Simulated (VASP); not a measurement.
Data:

```xyz
6
Lattice="4.4576 0.0000 0.0000 0.0000 4.4576 0.0000 0.0000 0.0000 2.8974" Properties=species:S:1:pos:R:3 pbc="T T T"
Mn     0.0000     0.0000     0.0000
Mn     2.2288     2.2288     1.4487
O      1.3592     1.3592     0.0000
O      3.5880     0.8695     1.4487
O      0.8695     3.5880     1.4487
O      3.0983     3.0983     0.0000
```
Starting moments (μB, in the order of the record's atoms Mn Mn O O O O): 2.6 -2.6 0.0 0.0 0.0 0.0.

All values below come from revPBE GGA, VASP's PBE PAW potentials (set 64) (plane waves; VASP). Run with 520 eV cut-off, Gaussian smearing of 0.050 eV, potentials Mn_pv O.

### Question
Give the spin-up energies of bands 16 to 29 at the high-symmetry points, in eV from the Fermi level.

### Answer

| band | Γ | Y | C0 | Z | A0 | T | S | R |
|---|---|---|---|---|---|---|---|---|
| 16 | -3.81 | -3.87 | -3.87 | -4.68 | -4.68 | -4.68 | -4.56 | -4.81 |
| 17 | -3.73 | -3.73 | -3.73 | -4.46 | -4.43 | -4.43 | -4.25 | -3.73 |
| 18 | -3.28 | -2.81 | -2.81 | -3.95 | -3.92 | -3.92 | -3.87 | -3.70 |
| 19 | -2.34 | -2.43 | -2.43 | -3.84 | -3.13 | -3.13 | -3.49 | -3.58 |
| 20 | -2.32 | -2.41 | -2.41 | -3.12 | -2.12 | -2.12 | -2.69 | -3.47 |
| 21 | -1.61 | -2.38 | -2.38 | -2.83 | -2.10 | -2.10 | -1.95 | -2.13 |
| 22 | -1.56 | -2.30 | -2.30 | -2.37 | -2.02 | -2.02 | -1.38 | -1.75 |
| 23 | -1.05 | -1.93 | -1.93 | -2.11 | -1.44 | -1.44 | -1.35 | -1.74 |
| 24 | -0.98 | -1.91 | -1.91 | -0.85 | -0.72 | -0.72 | -1.33 | -1.53 |
| 25 | -0.38 | -0.22 | -0.22 | -0.10 | -0.62 | -0.62 | -0.57 | -1.11 |
| 26 | -0.19 | 0.10 | 0.10 | 1.20 | 1.05 | 1.05 | 0.91 | 0.67 |
| 27 | 0.44 | 0.43 | 0.43 | 1.33 | 1.25 | 1.25 | 1.20 | 1.06 |
| 28 | 1.11 | 2.08 | 2.08 | 1.36 | 1.58 | 1.58 | 1.81 | 1.32 |
| 29 | 1.97 | 2.15 | 2.15 | 1.72 | 1.74 | 1.74 | 2.21 | 1.43 |

### Question
Give the spin-down energies of bands 16 to 29 at the high-symmetry points, in eV from the Fermi level.

### Answer

```tsv
band	Γ	Y	C0	Z	A0	T	S	R
16	-3.81	-3.87	-3.87	-4.68	-4.68	-4.68	-4.56	-4.81
17	-3.73	-3.73	-3.73	-4.46	-4.43	-4.43	-4.25	-3.73
18	-3.28	-2.81	-2.81	-3.95	-3.92	-3.92	-3.87	-3.70
19	-2.34	-2.43	-2.43	-3.84	-3.13	-3.13	-3.49	-3.58
20	-2.32	-2.41	-2.41	-3.12	-2.12	-2.12	-2.69	-3.47
21	-1.61	-2.38	-2.38	-2.83	-2.10	-2.10	-1.95	-2.13
22	-1.56	-2.30	-2.30	-2.37	-2.02	-2.02	-1.38	-1.75
23	-1.05	-1.93	-1.93	-2.11	-1.44	-1.44	-1.35	-1.74
24	-0.98	-1.91	-1.91	-0.85	-0.72	-0.72	-1.33	-1.53
25	-0.38	-0.22	-0.22	-0.10	-0.62	-0.62	-0.57	-1.11
26	-0.19	0.10	0.10	1.20	1.05	1.05	0.91	0.67
27	0.44	0.43	0.43	1.33	1.25	1.25	1.20	1.06
28	1.11	2.08	2.08	1.36	1.58	1.58	1.81	1.32
29	1.97	2.15	2.15	1.72	1.74	1.74	2.21	1.43
```

It has no gap at this level: it comes out as a metal or semimetal.

The compound is MnO2 in the rutile structure. It was relaxed first.
